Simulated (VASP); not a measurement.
Input:

```
CELL_PARAMETERS angstrom
      4.80901     0.00000     0.00000
      0.00000     4.80901     0.00000
      0.00000     0.00000     3.19942
ATOMIC_POSITIONS crystal
  Hf 0.00000 0.00000 0.00000
  Hf 0.50000 0.50000 0.50000
  O  0.19488 0.80512 0.50000
  O  0.80512 0.19488 0.50000
  O  0.69488 0.69488 0.00000
  O  0.30512 0.30512 0.00000
```

All values below come from PBEsol GGA, VASP's PBE PAW potentials (set 64) (plane waves; VASP). Numerical set-up: 520 eV cut-off, Gaussian smearing of 0.050 eV, potentials Hf_pv O.

Unless said otherwise, spin-orbit coupling is left out, though it shifts the bands of the heavy elements here.

Question: Predict the band gap (along the path) with the smallest direct gap where there is one.

Answer: 
```yaml
band gap (along the path): 3.89 eV
smallest direct gap (along the path): 3.89 eV
```

Total energies compare only between runs with the same potentials, cut-off and functional.

The structure comes from a computed database's HfO2 entry (P4_2/mnm); how it stands against other phases isn't given here. It was relaxed first.
